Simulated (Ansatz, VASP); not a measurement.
K3Ca3Se: VASP beside Ansatz

The input INCAR:

```
SYSTEM = K3Ca3Se
  ALGO = Normal
  EDIFF = 1E-7
  EDIFFG = -0.01
  ENCUT = 600
  GGA = PE
  IBRION = 2
  ISIF = 3
  ISMEAR = 0
  LASPH = .True.
  LCHARG = .False.
  LREAL = .False.
  LWAVE = .False.
  NELM = 100
  NSW = 100
  PREC = Accurate
  SIGMA = 0.1
```

File KPOINTS:

```
k-points
0
Gamma
  6 6 6
  0 0 0
```

POSCAR

```
K3Ca3Se
1.0
    7.0294194184      0.0000000000      0.0000000000
    0.0000000000      7.0294194184      0.0000000000
    0.0000000000      0.0000000000      7.0294194184
K Ca Se
3 3 1
Direct
    0.0000000000      0.5000000000      0.5000000000
    0.5000000000      0.5000000000      0.0000000000
    0.5000000000      0.0000000000      0.5000000000
    0.0000000000      0.5000000000      0.0000000000
    0.5000000000      0.0000000000      0.0000000000
    0.0000000000      0.0000000000      0.5000000000
    0.5000000000      0.5000000000      0.5000000000
```

Input for Ansatz:

```yaml
crystal:
  lattice:
    - [7.0294194184, 0.0, 0.0]
    - [0.0, 7.0294194184, 0.0]
    - [0.0, 0.0, 7.0294194184]
  atoms:
    - { symbol: K, position: [0.0, 0.5, 0.5] }
    - { symbol: K, position: [0.5, 0.5, 0.0] }
    - { symbol: K, position: [0.5, 0.0, 0.5] }
    - { symbol: Ca, position: [0.0, 0.5, 0.0] }
    - { symbol: Ca, position: [0.5, 0.0, 0.0] }
    - { symbol: Ca, position: [0.0, 0.0, 0.5] }
    - { symbol: Se, position: [0.5, 0.5, 0.5] }
basis:
  ecutwfc: 420
kpoints:
  mp_grid: { grid: [6, 6, 6] }
hamiltonian:
  xc: pbe
scf:
  occupations: { method: gaussian, width: 0.1 }
output:
  forces: true
  stress: true
  eigenvalues: true
  write_density: true
  write_potential: true
  elf: true
  volumetric_format: npy
relax:
  adjacent_minimum: "off"
  f_tol: 0.01
  max_steps: 80
  cell: { stress_tol: 0.05 }
```

Change from the starting cell: species swapped into the Ce3GaBr3 type (Pm-3m, No. 221).

Alike in both runs: task relaxation of cell and atoms; functional PBE; k mesh 6 × 6 × 6; occupations gaussian, width 0.1 eV; no spin polarisation.

|  | VASP | Ansatz |
| --- | --- | --- |
| version | VASP 6.6.1 | Ansatz 0.2.0 |
| potentials or method | VASP PAW PBE potentials, release 64 (K_sv, Ca_sv, Se) | scalar-relativistic, plane waves, PAW |
| plane-wave cutoff (eV) | 600 | 420 |
| valence electrons in the cell | 63 | 73 |

```tsv
	VASP	Ansatz	Ansatz less VASP
gap on the k mesh at the Fermi level, each at its own relaxed structure (eV)	none	none	-
relaxed volume (Å³/atom)	52.34	52.06	-0.276
relaxed cell length with the largest relative difference (Å)	7.155	7.143	-0.0126
energy change over the relaxation (meV/atom)	-3	-3	+0.2
```

A gap of «none» marks a metal or a gap that the smearing closes. The two sets of potentials don't hold the same shells in valence.
